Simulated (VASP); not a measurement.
Level of theory: vdW-DF-cx, VASP's PBE PAW potentials (set 64) (plane waves; VASP).

VASP input:

File POSCAR:
```
Rb
1
   -2.7612858914     2.7612858914     2.7612858914
    2.7612858914    -2.7612858914     2.7612858914
    2.7612858914     2.7612858914    -2.7612858914
Rb
1
Direct
  0.0000000000   0.0000000000   0.0000000000
```

**INCAR**
```
SYSTEM = Rb
PREC = Accurate
ENCUT = 520
EDIFF = 1E-7
NELM = 100
ALGO = Normal
LREAL = .FALSE.
LASPH = .TRUE.
ISMEAR = 1
SIGMA = 0.1
GGA = CX
LUSE_VDW = .TRUE.
AGGAC = 0.0
LMAXMIX = 4
LWAVE = .FALSE.
LCHARG = .FALSE.
ISIF = 2
```

File KPOINTS:
```
Automatic mesh
0
Gamma
9 9 9
0 0 0
```

POTCAR, in this order: Rb_sv (PBE.64 set). Program: vasp_std.

Output

**OUTCAR**
```
 ion  position               nearest neighbor table
   1  0.000  0.000  0.000-
  LATTYP: Found a body centered cubic cell.
 ALAT       =     5.5225717828
 Subroutine PRICEL returns:
 Original cell was already a primitive cell.
 Subroutine GETGRP returns: Found 48 space group operations
The static configuration has the point symmetry O_h .
The dynamic configuration has the point symmetry O_h .
 Subroutine INISYM returns: Found 48 space group operations
 Subroutine IBZKPT returns following result:
 Found     35 irreducible k-points:

 Following reciprocal coordinates:
            Coordinates               Weight
  0.000000  0.000000  0.000000      1.000000
  0.111111  0.000000  0.000000     12.000000
  0.222222  0.000000  0.000000     12.000000
  0.333333  0.000000  0.000000     12.000000
  0.444444  0.000000  0.000000     12.000000
  0.111111  0.111111  0.000000     24.000000
  0.222222  0.111111  0.000000     48.000000
  0.333333  0.111111 -0.000000     48.000000
  0.444444  0.111111 -0.000000     24.000000
  0.222222  0.222222  0.000000     24.000000
  0.333333  0.222222  0.000000     48.000000
  0.333333  0.333333  0.000000      8.000000
  0.111111  0.111111  0.111111      8.000000
  0.222222  0.111111  0.111111     24.000000
  0.333333  0.111111  0.111111     24.000000
 -0.111111  0.111111  0.111111      6.000000
  0.222222  0.222222  0.111111     24.000000
  0.333333  0.222222  0.111111     24.000000
 -0.222222  0.222222  0.111111     24.000000
 -0.333333  0.333333  0.111111     24.000000
 -0.222222  0.333333  0.111111     24.000000
 -0.444444  0.444444  0.111111     24.000000
 -0.333333  0.444444  0.111111     48.000000
 -0.444444 -0.444444  0.111111     24.000000
 -0.333333 -0.444444  0.111111     24.000000
  0.222222  0.222222  0.222222      8.000000
 -0.222222  0.222222  0.222222      6.000000
 -0.333333  0.333333  0.222222     24.000000
 -0.444444  0.444444  0.222222     24.000000
 -0.333333  0.444444  0.222222     24.000000
 -0.444444 -0.444444  0.222222     24.000000
 -0.333333  0.333333  0.333333      6.000000
 -0.444444  0.444444  0.333333     24.000000
 -0.444444 -0.444444  0.333333      8.000000
 -0.444444  0.444444  0.444444      6.000000
   k-points           NKPTS =     35   k-points in BZ     NKDIM =     35   number of bands    NBANDS=      8
   number of dos      NEDOS =    301   number of ions     NIONS =      1
   total plane-waves  NPLWV =  46656
   dimension x,y,z NGX =    36 NGY =   36 NGZ =   36
   dimension x,y,z NGXF=    72 NGYF=   72 NGZF=   72
   ions per type =               1
   PREC   = accura    normal or accurate (medium, high low for compatibility)
   ISTART =      0    job   : 0-new  1-cont  2-samecut
   ICHARG =      2    charge: 1-file 2-atom 10-const
   ISPIN  =      1    spin polarized calculation?
   LNONCOLLINEAR =      F non collinear calculations
   LSORBIT =      F    spin-orbit coupling
   INIWAV =      1    electr: 0-lowe 1-rand  2-diag
   ENCUT  =  520.0 eV  38.22 Ry    6.18 a.u.   8.89  8.89  8.89*2*pi/ulx,y,z
   NELM   =    100;   NELMIN=  2; NELMDL= -5     # of ELM steps
   EDIFF  = 0.1E-06   stopping-criterion for ELM
   LREAL  =      F    real-space projection
   NLSPLINE    = F    spline interpolate recip. space projectors
   LMAXMIX     =    4 max onsite mixed and CHGCAR
   VOSKOWN=      0    Vosko Wilk Nusair interpolation
   EDIFFG = 0.1E-05   stopping-criterion for IOM
   NSW    =      0    number of steps for IOM
   NBLOCK =      1;   KBLOCK =      1    inner block; outer block
   IBRION =     -1    ionic relax: 0-MD 1-quasi-New 2-CG
   NFREE  =      0    steps in history (QN), initial steepest desc. (CG)
...
```

### OSZICAR
```
       N       E                     dE             d eps       ncg     rms          rms(c)
DAV:   1     0.451276068841E+02    0.45128E+02   -0.34769E+03   560   0.827E+02
DAV:   2     0.342064195571E+01   -0.41707E+02   -0.41081E+02   648   0.139E+02
DAV:   3     0.127782794170E+01   -0.21428E+01   -0.21397E+01   736   0.357E+01
DAV:   4     0.121047281109E+01   -0.67355E-01   -0.67244E-01   928   0.472E+00
DAV:   5     0.121002816978E+01   -0.44464E-03   -0.44464E-03   840   0.340E-01    0.123E+00
DAV:   6     0.120792428875E+01   -0.21039E-02   -0.25069E-03   848   0.317E-01    0.746E-01
DAV:   7     0.120507672775E+01   -0.28476E-02   -0.65657E-03   664   0.512E-01    0.494E-02
DAV:   8     0.120467052068E+01   -0.40621E-03   -0.54511E-04   800   0.159E-01    0.171E-02
DAV:   9     0.120463434799E+01   -0.36173E-04   -0.56656E-05   864   0.428E-02    0.534E-03
DAV:  10     0.120463195753E+01   -0.23905E-05   -0.11686E-05   800   0.213E-02    0.127E-03
DAV:  11     0.120463188716E+01   -0.70364E-07   -0.33585E-07   848   0.435E-03
   1 F= 0.12046319E+01 E0= 0.12049903E+01  d E =-.107530E-02
```

OUTCAR:
```
------------------------ aborting loop because EDIFF is reached ----------------------------------------
  FORCE on cell =-STRESS in cart. coord.  units (eV):
  Direction    XX          YY          ZZ          XY          YZ          ZX
  --------------------------------------------------------------------------------------
  Total        0.0828167      0.0828167      0.0828167     -0.0000000     -0.0000000     -0.0000000
  in kB        1.5755582      1.5755582      1.5755582     -0.0000000     -0.0000000     -0.0000000
  external PRESSURE =       1.5755582 kB  Pullay stress =       0.0000000 kB
  volume of cell :       84.22
      direct lattice vectors                 reciprocal lattice vectors
    -2.761285891  2.761285891  2.761285891     0.000000000  0.181075057  0.181075057
     2.761285891 -2.761285891  2.761285891     0.181075057  0.000000000  0.181075057
     2.761285891  2.761285891 -2.761285891     0.181075057  0.181075057  0.000000000
 POSITION                                       TOTAL-FORCE (eV/Angst)
 -----------------------------------------------------------------------------------
      0.00000      0.00000      0.00000        -0.000000      0.000000     -0.000000
 -----------------------------------------------------------------------------------
    total drift:                               -0.000000     -0.000000      0.000000
  FREE ENERGIE OF THE ION-ELECTRON SYSTEM (eV)
  ---------------------------------------------------
  free  energy   TOTEN  =         1.2046318872 eV

  energy  without entropy=        1.2057071838  energy(sigma->0) =        1.20499032
```
(Selected blocks of OUTCAR.)

### OUTCAR
```
 val. band max:        0.1448690314   @ k =  -0.3333   0.4444   0.1111

 cond. band min:       0.1862714441   @ k =   0.4444   0.0000   0.0000


 Fermi energy:         0.1839930239

 k-point     1 :       0.0000    0.0000    0.0000
  band No.  band energies     occupation
      1     -28.6668      2.00000
      2     -12.6993      2.00000
      3     -12.6993      2.00000
      4     -12.6993      2.00000
      5      -1.8821      2.00000
      6       3.9907      0.00000
      7       3.9907      0.00000
      8       3.9907      0.00000

 k-point     2 :       0.1111    0.0000    0.0000
  band No.  band energies     occupation
      1     -28.6661      2.00000
      2     -12.7142      2.00000
      3     -12.7041      2.00000
      4     -12.6993      2.00000
      5      -1.7264      2.00000
      6       3.7259      0.00000
      7       3.7784      0.00000
      8       4.1380      0.00000

 k-point     3 :       0.2222    0.0000    0.0000
  band No.  band energies     occupation
      1     -28.6643      2.00000
      2     -12.7515      2.00000
      3     -12.7162      2.00000
      4     -12.6994      2.00000
      5      -1.2788      2.00000
      6       2.9237      0.00000
      7       3.3721      0.00000
      8       4.5715      0.00000

 k-point     4 :       0.3333    0.0000    0.0000
  band No.  band energies     occupation
      1     -28.6623      2.00000
      2     -12.7929      2.00000
      3     -12.7299      2.00000
      4     -12.6995      2.00000
      5      -0.5993      2.00000
      6       2.0566     -0.00000
      7       3.0273      0.00000
      8       4.8421      0.00000

 k-point     5 :       0.4444    0.0000    0.0000
  band No.  band energies     occupation
      1     -28.6609      2.00000
      2     -12.8195      2.00000
      3     -12.7388      2.00000
      4     -12.6995      2.00000
      5       0.1863      0.96145
      6       1.2466     -0.00000
      7       2.8404      0.00000
...
```

The compound is Rb in the bcc structure. This cell is one point of a volume scan, at 0.94 of the reference volume.
